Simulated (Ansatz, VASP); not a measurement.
**Cross-check of SiO2 (SiO2 (P3_121)) between VASP and Ansatz**

Wanted: the spread between two codes on one cell, functional and k mesh. Of the first pair: The structure shown is the start of the Ansatz relaxation below; VASP solves that cell, so the two are compared at the walk's first step.

Main program and level: Ansatz 0.2.0; plane waves, with VASP 6.6.1 beside it; PBE.

### Step 1. The structure

The cell holds 216 atoms: 72 Si and 144 O. Cell: a = 14.908 Å, b = 14.908 Å, c = 15.063 Å, α = 70.3°, β = 70.3°, γ = 71.4°.

### Step 2. Ansatz: relaxation, PBE

Ansatz runs on its default PAW (the set named soft_2) files.

The two programs are compared at the cell with which this relaxation starts, whose forces are those of its first step.

The input, input.yaml:

```yaml
crystal:
  lattice:
    - [-5.0210274266, 8.6966746091, 11.0189520783]
    - [10.0420548533, 0.0, 11.0189520783]
    - [7.5315411399, 13.0450119137, 0.0]
  atoms:
    - { symbol: Si, position: [0.2141865, 0.4524801668, 0.1905423334] }
    - { symbol: Si, position: [0.4641865, 0.2024801668, 0.0238756667] }
    - { symbol: Si, position: [0.0358135, 0.2975198332, 0.1349867778] }
    - { symbol: Si, position: [0.2858135, 0.0475198332, 0.3016534445] }
    - { symbol: Si, position: [0.0, 0.0, 0.1744708888] }
    - { symbol: Si, position: [0.25, 0.25, 0.0078042221] }
    - { symbol: O, position: [0.0116134378, 0.0910445918, 0.0774695108] }
    - { symbol: O, position: [0.2616134378, 0.3410445918, 0.2441361775] }
    - { symbol: O, position: [0.238286777, 0.0310379192, 0.2274295846] }
    - { symbol: O, position: [0.488286777, 0.2810379192, 0.0607629179] }
    - { symbol: O, position: [0.1540868294, 0.2819045334, 0.0924428751] }
    - { symbol: O, position: [0.4040868294, 0.0319045334, 0.2591095417] }
    - { symbol: O, position: [0.2383865622, 0.1589554083, 0.3125748638] }
    - { symbol: O, position: [0.4883865622, 0.4089554082, 0.1459081971] }
    - { symbol: O, position: [0.011713223, 0.2189620808, 0.2403127154] }
    - { symbol: O, position: [0.261713223, 0.4689620808, 0.0736460487] }
    - { symbol: O, position: [0.0959131706, 0.4680954666, 0.216437117] }
    - { symbol: O, position: [0.3459131706, 0.2180954666, 0.0497704503] }
    - { symbol: Si, position: [0.2141865, 0.4524801668, 0.5238756667] }
    - { symbol: Si, position: [0.4641865, 0.2024801668, 0.357209] }
    - { symbol: Si, position: [0.0358135, 0.2975198332, 0.4683201112] }
    - { symbol: Si, position: [0.2858135, 0.0475198332, 0.6349867778] }
    - { symbol: Si, position: [0.0, 0.0, 0.5078042221] }
    - { symbol: Si, position: [0.25, 0.25, 0.3411375555] }
    - { symbol: O, position: [0.0116134378, 0.0910445918, 0.4108028441] }
    - { symbol: O, position: [0.2616134378, 0.3410445918, 0.5774695108] }
    - { symbol: O, position: [0.238286777, 0.0310379192, 0.5607629179] }
    - { symbol: O, position: [0.488286777, 0.2810379192, 0.3940962513] }
    - { symbol: O, position: [0.1540868294, 0.2819045334, 0.4257762084] }
    - { symbol: O, position: [0.4040868294, 0.0319045334, 0.5924428751] }
    - { symbol: O, position: [0.2383865622, 0.1589554083, 0.6459081971] }
    - { symbol: O, position: [0.4883865622, 0.4089554082, 0.4792415305] }
    - { symbol: O, position: [0.011713223, 0.2189620808, 0.5736460487] }
    - { symbol: O, position: [0.261713223, 0.4689620808, 0.4069793821] }
    - { symbol: O, position: [0.0959131706, 0.4680954666, 0.5497704503] }
    - { symbol: O, position: [0.3459131706, 0.2180954666, 0.3831037836] }
    - { symbol: Si, position: [0.2141865, 0.4524801668, 0.857209] }
    - { symbol: Si, position: [0.4641865, 0.2024801668, 0.6905423334] }
    - { symbol: Si, position: [0.0358135, 0.2975198332, 0.8016534445] }
    - { symbol: Si, position: [0.2858135, 0.0475198332, 0.9683201112] }
    - { symbol: Si, position: [0.0, 0.0, 0.8411375555] }
    - { symbol: Si, position: [0.25, 0.25, 0.6744708888] }
    - { symbol: O, position: [0.0116134378, 0.0910445918, 0.7441361775] }
    - { symbol: O, position: [0.2616134378, 0.3410445918, 0.9108028441] }
    - { symbol: O, position: [0.238286777, 0.0310379192, 0.8940962513] }
    - { symbol: O, position: [0.488286777, 0.2810379192, 0.7274295846] }
    - { symbol: O, position: [0.1540868294, 0.2819045334, 0.7591095417] }
    - { symbol: O, position: [0.4040868294, 0.0319045334, 0.9257762084] }
    - { symbol: O, position: [0.2383865622, 0.1589554083, 0.9792415305] }
    - { symbol: O, position: [0.4883865622, 0.4089554082, 0.8125748638] }
    - { symbol: O, position: [0.011713223, 0.2189620808, 0.9069793821] }
    - { symbol: O, position: [0.261713223, 0.4689620808, 0.7403127154] }
    - { symbol: O, position: [0.0959131706, 0.4680954666, 0.8831037836] }
    - { symbol: O, position: [0.3459131706, 0.2180954666, 0.716437117] }
    - { symbol: Si, position: [0.2141865, 0.9524801668, 0.1905423334] }
    - { symbol: Si, position: [0.4641865, 0.7024801668, 0.0238756667] }
    - { symbol: Si, position: [0.0358135, 0.7975198332, 0.1349867778] }
    - { symbol: Si, position: [0.2858135, 0.5475198332, 0.3016534445] }
    - { symbol: Si, position: [0.0, 0.5, 0.1744708888] }
    - { symbol: Si, position: [0.25, 0.75, 0.0078042221] }
    - { symbol: O, position: [0.0116134378, 0.5910445918, 0.0774695108] }
    - { symbol: O, position: [0.2616134378, 0.8410445918, 0.2441361775] }
    - { symbol: O, position: [0.238286777, 0.5310379192, 0.2274295846] }
    - { symbol: O, position: [0.488286777, 0.7810379192, 0.0607629179] }
    - { symbol: O, position: [0.1540868294, 0.7819045334, 0.0924428751] }
    - { symbol: O, position: [0.4040868294, 0.5319045334, 0.2591095417] }
    - { symbol: O, position: [0.2383865622, 0.6589554082, 0.3125748638] }
[... 16 lines left out ...]
    - { symbol: O, position: [0.1540868294, 0.7819045334, 0.4257762084] }
    - { symbol: O, position: [0.4040868294, 0.5319045334, 0.5924428751] }
    - { symbol: O, position: [0.2383865622, 0.6589554082, 0.6459081971] }
    - { symbol: O, position: [0.4883865622, 0.9089554082, 0.4792415305] }
    - { symbol: O, position: [0.011713223, 0.7189620808, 0.5736460487] }
    - { symbol: O, position: [0.261713223, 0.9689620808, 0.4069793821] }
    - { symbol: O, position: [0.0959131706, 0.9680954666, 0.5497704503] }
    - { symbol: O, position: [0.3459131706, 0.7180954666, 0.3831037836] }
    - { symbol: Si, position: [0.2141865, 0.9524801668, 0.857209] }
    - { symbol: Si, position: [0.4641865, 0.7024801668, 0.6905423334] }
    - { symbol: Si, position: [0.0358135, 0.7975198332, 0.8016534445] }
    - { symbol: Si, position: [0.2858135, 0.5475198332, 0.9683201112] }
    - { symbol: Si, position: [0.0, 0.5, 0.8411375555] }
    - { symbol: Si, position: [0.25, 0.75, 0.6744708888] }
    - { symbol: O, position: [0.0116134378, 0.5910445918, 0.7441361775] }
    - { symbol: O, position: [0.2616134378, 0.8410445918, 0.9108028441] }
    - { symbol: O, position: [0.238286777, 0.5310379192, 0.8940962513] }
    - { symbol: O, position: [0.488286777, 0.7810379192, 0.7274295846] }
    - { symbol: O, position: [0.1540868294, 0.7819045334, 0.7591095417] }
    - { symbol: O, position: [0.4040868294, 0.5319045334, 0.9257762084] }
    - { symbol: O, position: [0.2383865622, 0.6589554082, 0.9792415305] }
    - { symbol: O, position: [0.4883865622, 0.9089554082, 0.8125748638] }
    - { symbol: O, position: [0.011713223, 0.7189620808, 0.9069793821] }
    - { symbol: O, position: [0.261713223, 0.9689620808, 0.7403127154] }
    - { symbol: O, position: [0.0959131706, 0.9680954666, 0.8831037836] }
    - { symbol: O, position: [0.3459131706, 0.7180954666, 0.716437117] }
    - { symbol: Si, position: [0.7141865, 0.4524801668, 0.1905423334] }
    - { symbol: Si, position: [0.9641865, 0.2024801668, 0.0238756667] }
    - { symbol: Si, position: [0.5358135, 0.2975198332, 0.1349867778] }
    - { symbol: Si, position: [0.7858135, 0.0475198332, 0.3016534445] }
    - { symbol: Si, position: [0.5, 0.0, 0.1744708888] }
    - { symbol: Si, position: [0.75, 0.25, 0.0078042221] }
    - { symbol: O, position: [0.5116134378, 0.0910445918, 0.0774695108] }
    - { symbol: O, position: [0.7616134378, 0.3410445918, 0.2441361775] }
    - { symbol: O, position: [0.738286777, 0.0310379192, 0.2274295846] }
    - { symbol: O, position: [0.988286777, 0.2810379192, 0.0607629179] }
    - { symbol: O, position: [0.6540868294, 0.2819045334, 0.0924428751] }
    - { symbol: O, position: [0.9040868294, 0.0319045334, 0.2591095417] }
    - { symbol: O, position: [0.7383865622, 0.1589554083, 0.3125748638] }
    - { symbol: O, position: [0.9883865622, 0.4089554082, 0.1459081971] }
    - { symbol: O, position: [0.511713223, 0.2189620808, 0.2403127154] }
    - { symbol: O, position: [0.761713223, 0.4689620808, 0.0736460487] }
    - { symbol: O, position: [0.5959131706, 0.4680954666, 0.216437117] }
    - { symbol: O, position: [0.8459131706, 0.2180954666, 0.0497704503] }
    - { symbol: Si, position: [0.7141865, 0.4524801668, 0.5238756667] }
    - { symbol: Si, position: [0.9641865, 0.2024801668, 0.357209] }
    - { symbol: Si, position: [0.5358135, 0.2975198332, 0.4683201112] }
    - { symbol: Si, position: [0.7858135, 0.0475198332, 0.6349867778] }
    - { symbol: Si, position: [0.5, 0.0, 0.5078042221] }
    - { symbol: Si, position: [0.75, 0.25, 0.3411375555] }
    - { symbol: O, position: [0.5116134378, 0.0910445918, 0.4108028441] }
    - { symbol: O, position: [0.7616134378, 0.3410445918, 0.5774695108] }
    - { symbol: O, position: [0.738286777, 0.0310379192, 0.5607629179] }
    - { symbol: O, position: [0.988286777, 0.2810379192, 0.3940962513] }
    - { symbol: O, position: [0.6540868294, 0.2819045334, 0.4257762084] }
    - { symbol: O, position: [0.9040868294, 0.0319045334, 0.5924428751] }
    - { symbol: O, position: [0.7383865622, 0.1589554083, 0.6459081971] }
    - { symbol: O, position: [0.9883865622, 0.4089554082, 0.4792415305] }
    - { symbol: O, position: [0.511713223, 0.2189620808, 0.5736460487] }
    - { symbol: O, position: [0.761713223, 0.4689620808, 0.4069793821] }
    - { symbol: O, position: [0.5959131706, 0.4680954666, 0.5497704503] }
    - { symbol: O, position: [0.8459131706, 0.2180954666, 0.3831037836] }
    - { symbol: Si, position: [0.7141865, 0.4524801668, 0.857209] }
    - { symbol: Si, position: [0.9641865, 0.2024801668, 0.6905423334] }
    - { symbol: Si, position: [0.5358135, 0.2975198332, 0.8016534445] }
    - { symbol: Si, position: [0.7858135, 0.0475198332, 0.9683201112] }
    - { symbol: Si, position: [0.5, 0.0, 0.8411375555] }
    - { symbol: Si, position: [0.75, 0.25, 0.6744708888] }
    - { symbol: O, position: [0.5116134378, 0.0910445918, 0.7441361775] }
    - { symbol: O, position: [0.7616134378, 0.3410445918, 0.9108028441] }
    - { symbol: O, position: [0.738286777, 0.0310379192, 0.8940962513] }
    - { symbol: O, position: [0.988286777, 0.2810379192, 0.7274295846] }
    - { symbol: O, position: [0.6540868294, 0.2819045334, 0.7591095417] }
    - { symbol: O, position: [0.9040868294, 0.0319045334, 0.9257762084] }
    - { symbol: O, position: [0.7383865622, 0.1589554083, 0.9792415305] }
    - { symbol: O, position: [0.9883865622, 0.4089554082, 0.8125748638] }
    - { symbol: O, position: [0.511713223, 0.2189620808, 0.9069793821] }
    - { symbol: O, position: [0.761713223, 0.4689620808, 0.7403127154] }
    - { symbol: O, position: [0.5959131706, 0.4680954666, 0.8831037836] }
    - { symbol: O, position: [0.8459131706, 0.2180954666, 0.716437117] }
    - { symbol: Si, position: [0.7141865, 0.9524801668, 0.1905423334] }
    - { symbol: Si, position: [0.9641865, 0.7024801668, 0.0238756667] }
    - { symbol: Si, position: [0.5358135, 0.7975198332, 0.1349867778] }
    - { symbol: Si, position: [0.7858135, 0.5475198332, 0.3016534445] }
    - { symbol: Si, position: [0.5, 0.5, 0.1744708888] }
    - { symbol: Si, position: [0.75, 0.75, 0.0078042221] }
    - { symbol: O, position: [0.5116134378, 0.5910445918, 0.0774695108] }
    - { symbol: O, position: [0.7616134378, 0.8410445918, 0.2441361775] }
    - { symbol: O, position: [0.738286777, 0.5310379192, 0.2274295846] }
    - { symbol: O, position: [0.988286777, 0.7810379192, 0.0607629179] }
    - { symbol: O, position: [0.6540868294, 0.7819045334, 0.0924428751] }
    - { symbol: O, position: [0.9040868294, 0.5319045334, 0.2591095417] }
    - { symbol: O, position: [0.7383865622, 0.6589554082, 0.3125748638] }
    - { symbol: O, position: [0.9883865622, 0.9089554082, 0.1459081971] }
    - { symbol: O, position: [0.511713223, 0.7189620808, 0.2403127154] }
    - { symbol: O, position: [0.761713223, 0.9689620808, 0.0736460487] }
    - { symbol: O, position: [0.5959131706, 0.9680954666, 0.216437117] }
    - { symbol: O, position: [0.8459131706, 0.7180954666, 0.0497704503] }
    - { symbol: Si, position: [0.7141865, 0.9524801668, 0.5238756667] }
    - { symbol: Si, position: [0.9641865, 0.7024801668, 0.357209] }
    - { symbol: Si, position: [0.5358135, 0.7975198332, 0.4683201112] }
    - { symbol: Si, position: [0.7858135, 0.5475198332, 0.6349867778] }
    - { symbol: Si, position: [0.5, 0.5, 0.5078042221] }
    - { symbol: Si, position: [0.75, 0.75, 0.3411375555] }
    - { symbol: O, position: [0.5116134378, 0.5910445918, 0.4108028441] }
    - { symbol: O, position: [0.7616134378, 0.8410445918, 0.5774695108] }
    - { symbol: O, position: [0.738286777, 0.5310379192, 0.5607629179] }
    - { symbol: O, position: [0.988286777, 0.7810379192, 0.3940962513] }
    - { symbol: O, position: [0.6540868294, 0.7819045334, 0.4257762084] }
    - { symbol: O, position: [0.9040868294, 0.5319045334, 0.5924428751] }
    - { symbol: O, position: [0.7383865622, 0.6589554082, 0.6459081971] }
    - { symbol: O, position: [0.9883865622, 0.9089554082, 0.4792415305] }
    - { symbol: O, position: [0.511713223, 0.7189620808, 0.5736460487] }
    - { symbol: O, position: [0.761713223, 0.9689620808, 0.4069793821] }
    - { symbol: O, position: [0.5959131706, 0.9680954666, 0.5497704503] }
    - { symbol: O, position: [0.8459131706, 0.7180954666, 0.3831037836] }
    - { symbol: Si, position: [0.7141865, 0.9524801668, 0.857209] }
    - { symbol: Si, position: [0.9641865, 0.7024801668, 0.6905423334] }
    - { symbol: Si, position: [0.5358135, 0.7975198332, 0.8016534445] }
    - { symbol: Si, position: [0.7858135, 0.5475198332, 0.9683201112] }
    - { symbol: Si, position: [0.5, 0.5, 0.8411375555] }
    - { symbol: Si, position: [0.75, 0.75, 0.6744708888] }
    - { symbol: O, position: [0.5116134378, 0.5910445918, 0.7441361775] }
    - { symbol: O, position: [0.7616134378, 0.8410445918, 0.9108028441] }
    - { symbol: O, position: [0.738286777, 0.5310379192, 0.8940962513] }
    - { symbol: O, position: [0.988286777, 0.7810379192, 0.7274295846] }
    - { symbol: O, position: [0.6540868294, 0.7819045334, 0.7591095417] }
    - { symbol: O, position: [0.9040868294, 0.5319045334, 0.9257762084] }
    - { symbol: O, position: [0.7383865622, 0.6589554082, 0.9792415305] }
    - { symbol: O, position: [0.9883865622, 0.9089554082, 0.8125748638] }
    - { symbol: O, position: [0.511713223, 0.7189620808, 0.9069793821] }
    - { symbol: O, position: [0.761713223, 0.9689620808, 0.7403127154] }
    - { symbol: O, position: [0.5959131706, 0.9680954666, 0.8831037836] }
    - { symbol: O, position: [0.8459131706, 0.7180954666, 0.716437117] }
basis:
  ecutwfc: 420
  xc_grid: 2
hamiltonian:
  xc: pbe
kpoints:
  mp_grid: { grid: [1, 1, 1] }
scf:
  occupations: { method: fermi_dirac, width: 0.01 }
  max_iter: 80
output:
  forces: true
relax:
  f_tol: 0.01
  max_steps: 60
  escape_saddle: false
checkpoint:
  write: "../pristine.symmetric.run"
  compress: false
  write_wavefunctions: false
  write_every: 100000
```

Launch:

```
$ ansatz run input.yaml --threads 4 --pin off --max-ram 18841MiB --backend cpu --events-out ev --progress --plain --runs-dir out
```

Numbers of over 12 decimals in the logs are rounded to 6 here.

The program printed:

```text
Engine: ansatz 0.2.0, aarch64-unknown-linux-gnu
Pseudopotentials: kind: paw
Pseudopotential: Si, paw, valence charge 4, recommended cutoff 420 eV (normal), Si.paw.azcp
Pseudopotential: O, paw, valence charge 6, recommended cutoff 420 eV (normal), O.paw.azcp
Functional definition: PBE
  parameter kappa = 0.804
  parameter beta = 0.066725
  exchange = pbe_x(kappa = kappa, mu = beta*pi^2/3)
  correlation = pbe_c(beta = beta)
Crystal: 216 atoms, lattice volume = 2886.937 Å³
Basis set: ecut = 420 eV, 56409 PW (Γ), exchange–correlation on 200×200×216 points (8 copies of the dense FFT grid, shifted against one another)
Bands: 792, of which v1, the nominal top of the filled ones, is band 576 counted from 1 (575 counted from 0)
Symmetry: 24 space group operations
Space group: P3121 (ITA 152), of the structure as read, at distance tolerance 1.4e-4 Å
k-points: 1
Non-local potential: Si, projectors of the file, l = 0: 2, l = 1: 2, l = 2: 2
Non-local potential: O, projectors of the file, l = 0: 2, l = 1: 2, l = 2: 1
PAW form: soft (Blöchl's): semilocal exchange-correlation on the pseudo side does not see the compensation charge
PAW one-centre angular grid: Si, 110 points (default); XC on 64 Gauss nodes
PAW one-centre angular grid: O, 110 points (default); XC on 64 Gauss nodes
Initial density: superposition of atomic densities (neutral atoms: chi_scale 0, normalization atom), corrected by the library's trained network
Initial wavefunctions: pseudopotential atomic-orbital guess
Functional: x = pbe(κ = 0.804, μ = 0.219515), c = pbe(β = 0.066725)
SCF iter   1: F=—  HF=-127733.197315 eV  |F-HF|=—  |Δ(HF+E_count)|=         —  Δρ=1.36e-3  dr2=3.05e-2  ethr=1.77e-3  ⟨swp⟩=5.0  Hψ=3207  notcnv=0  defer=197
preconditioner: auto → Resta (q_TF=auto, 2.341 Å⁻¹)  ε∞=3.0  [insulator: Δε(μ)=5.687 eV  Ē_g=16.635 eV  σ=0.010 eV  W_gap=1.00  n_scr=624 (ndim 8)  ℏωp=23.5 eV  f_vac=0.150  D(μ)=0.00/eV (n_scr^D=0)  ε∞_Penn≈3.0]
SCF iter   2: F=—  HF=-127733.304392 eV  |F-HF|=—  |Δ(HF+E_count)|=   1.07e-1  Δρ=6.28e-4  dr2=6.05e-3  ethr=2.65e-6  ⟨swp⟩=3.0  Hψ=1909  notcnv=0  defer=209
SCF iter   3: F=—  HF=-127733.316533 eV  |F-HF|=—  |Δ(HF+E_count)|=   1.21e-2  Δρ=2.91e-4  dr2=1.32e-3  ethr=5.25e-7  ⟨swp⟩=2.0  Hψ=1166  notcnv=0  defer=209
SCF iter   4: F=—  HF=-127733.321807 eV  |F-HF|=—  |Δ(HF+E_count)|=   5.27e-3  Δρ=8.04e-5  dr2=1.56e-4  ethr=1.15e-7  ⟨swp⟩=2.0  Hψ=1152  notcnv=0  defer=209
SCF iter   5: F=—  HF=-127733.322106 eV  |F-HF|=—  |Δ(HF+E_count)|=   2.99e-4  Δρ=2.54e-5  dr2=2.04e-5  ethr=1.36e-8  ⟨swp⟩=2.0  Hψ=1014  notcnv=0  defer=209
SCF iter   6: F=-127733.322135 eV  HF=-127733.322135 eV  |F-HF|=8.19e-8  |Δ(HF+E_count)|=   2.87e-5  Δρ=7.24e-6  dr2=1.46e-6  ethr=2.17e-10  ⟨swp⟩=3.0  Hψ=2362  notcnv=0
SCF 1 converged in 6 iterations: F = -127733.322135 eV  dr2 = 1.46e-6
[...]
relax step   1: F+E_penalty+E_count = -127733.32213503 eV  Δ(F+E_penalty+E_count) = +0.000e0 eV  max|allowed force component| = 8.235e-4 eV/Å  Δτ_max = 0.0000 Å  (6 SCF iters, dr2 threshold 2.50e-6 eV, accepted)
[...]
SCF 2 converged in 4 iterations: F = -127733.322136 eV  dr2 = 3.44e-8
relax step   2: F+E_penalty+E_count = -127733.32213561 eV  Δ(F+E_penalty+E_count) = -5.823e-7 eV  max|allowed force component| = 8.359e-4 eV/Å  Δτ_max = 0.0000 Å  (4 SCF iters, accepted)
SCF converged after 4 iterations
Free energy (F): -127733.322136 eV
Harris-Foulkes:  -127733.322136 eV  (|F-HF|=1.53e-8)
Internal energy: -127733.322136 eV  (E = F + TS)
E sigma→0 (E₀):  -127733.322136 eV
Fermi energy:    4.828400 eV
--- Per-component energies (eV) ---
  E_band       = -5494.414481
  E_kinetic    = 28898.786866
[...]
- { symbol: O, position: [0.238387, 0.658955, 0.979242] }
    - { symbol: O, position: [0.488387, 0.908955, 0.812575] }
    - { symbol: O, position: [0.011713, 0.718962, 0.906979] }
    - { symbol: O, position: [0.261713, 0.968962, 0.7403127154] }
    - { symbol: O, position: [0.095913, 0.968095, 0.883104] }
    - { symbol: O, position: [0.3459131706, 0.718095, 0.716437] }
    - { symbol: Si, position: [0.7141865, 0.452480, 0.190542] }
    - { symbol: Si, position: [0.964187, 0.202480, 0.023876] }
    - { symbol: Si, position: [0.5358135, 0.2975198332, 0.134987] }
    - { symbol: Si, position: [0.7858135, 0.047520, 0.301653] }
    - { symbol: Si, position: [0.5, -2.7755575615628914e-17, 0.1744708888] }
    - { symbol: Si, position: [0.75, 0.250000, 0.00780422] }
    - { symbol: O, position: [0.5116134378, 0.091045, 0.077470] }
    - { symbol: O, position: [0.761613, 0.341045, 0.244136] }
    - { symbol: O, position: [0.738287, 0.031038, 0.227430] }
    - { symbol: O, position: [0.988287, 0.281038, 0.060763] }
    - { symbol: O, position: [0.6540868294, 0.281905, 0.092443] }
    - { symbol: O, position: [0.9040868294, 0.031905, 0.259110] }
    - { symbol: O, position: [0.7383865622, 0.158955, 0.312575] }
    - { symbol: O, position: [0.988387, 0.408955, 0.145908] }
[...]
- { symbol: Si, position: [0.714187, 0.452480, 0.523876] }
    - { symbol: Si, position: [0.964187, 0.202480, 0.357209] }
    - { symbol: Si, position: [0.5358135, 0.2975198332, 0.468320] }
    - { symbol: Si, position: [0.7858135, 0.047520, 0.634987] }
    - { symbol: Si, position: [0.5, 0.0, 0.507804] }
    - { symbol: Si, position: [0.75, 0.250000, 0.341138] }
[...]
- { symbol: Si, position: [0.714187, 0.452480, 0.857209] }
    - { symbol: Si, position: [0.964187, 0.202480, 0.690542] }
[...]
- { symbol: Si, position: [0.964186, 0.7024801668, 0.690542] }
    - { symbol: Si, position: [0.535814, 0.797520, 0.801653] }
    - { symbol: Si, position: [0.785814, 0.547520, 0.968320] }
    - { symbol: Si, position: [0.5, 0.500000, 0.841138] }
    - { symbol: Si, position: [0.750000, 0.750000, 0.674471] }
[...]
- { symbol: O, position: [0.988387, 0.908955, 0.812575] }
    - { symbol: O, position: [0.511713223, 0.7189620808, 0.906979] }
    - { symbol: O, position: [0.761713, 0.968962, 0.740313] }
    - { symbol: O, position: [0.595913, 0.9680954666, 0.883104] }
    - { symbol: O, position: [0.8459131706, 0.718095, 0.716437] }
```

The column dr2 measures how far the density is from self-consistency, as an energy; F and HF (Harris–Foulkes) agree once it is small.

(Continued in part 2 of 2.)

[Lines on the potential files, build, host, timing and source positions are cut from VASP's logs without a mark.]

[Logs are printed without paths, hosts, clocks, repeated set-up lines and the standing remarks that a program may print on its own settings, such as how far it seeks lower states.]

[Hosts, paths, dates, database ids (printed as entryN), source tags and the programs' standing remarks are cut or masked in the printed files.]
